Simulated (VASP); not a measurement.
An input for Ansatz (written as the equivalent of a VASP run, and not itself run):

Ansatz 0.2 input:
```yaml
crystal:
  lattice:
    - [-1.3999605, 1.3999605, 1.3999605]
    - [1.3999605, -1.3999605, 1.3999605]
    - [1.3999605, 1.3999605, -1.3999605]
  atoms:
    - { symbol: V, position: [0.0000000, 0.0000000, 1.0000000] }
kpoints:
  mp_grid: { grid: [18, 18, 18] }
hamiltonian:
  xc: pbesol
  pseudopotentials: { kind: paw }
scf:
  occupations: { method: methfessel_paxton, width: 0.1 }
  max_iter: 100
relax:
  max_steps: 40
  f_tol: 0.02
  cell: { p_target: 45 }
output: { forces: true, stress: true, eigenvalues: true }
```

### Question
Write the VASP files for the same calculation (PBEsol).

### Answer
One answer among several that fit: 
INCAR:
```
# general
SYSTEM =V
PREC   =Accurate
ENCUT  =500
LREAL  =.False.
LASPH  =.True.

# electronic loop
EDIFF  =1E-6   # SCF stop (eV)
NELM   =100   # most electronic steps
ALGO   =Normal   # blocked Davidson
LMAXMIX=4

# smearing
ISMEAR =1   # Methfessel-Paxton
SIGMA  =0.1   # width (eV)

# functional
GGA    =PS   # PBEsol

# ions
IBRION =2
NSW    =40   # most ionic steps
ISIF   =3   # ions, shape and volume
EDIFFG =-0.02   # ionic stop
PSTRESS=450   # kbar

# output
LWAVE  =.False.
LCHARG =.False.
```

### KPOINTS
```
kpoints
0
Gamma
 18 18 18
0 0 0
```

POSCAR:
```
V
1
   -1.3999604639     1.3999604639     1.3999604639
    1.3999604639    -1.3999604639     1.3999604639
    1.3999604639     1.3999604639    -1.3999604639
V
1
Direct
  0.0000000000   0.0000000000   1.0000000000
```

POTCAR, in this order: V_sv (PBE.64 set). Program: vasp_std.

What does not carry over: each code has its own PAW files, so the cut-off isn't converted (ENCUT is set for VASP's; basis.ecutwfc is left out, and Ansatz then takes the one that its files recommend); Ansatz stops its SCF on the density residual and VASP on the energy change (EDIFF).

The compound is V in the bcc structure. It was relaxed first under an external pressure of 45 GPa.
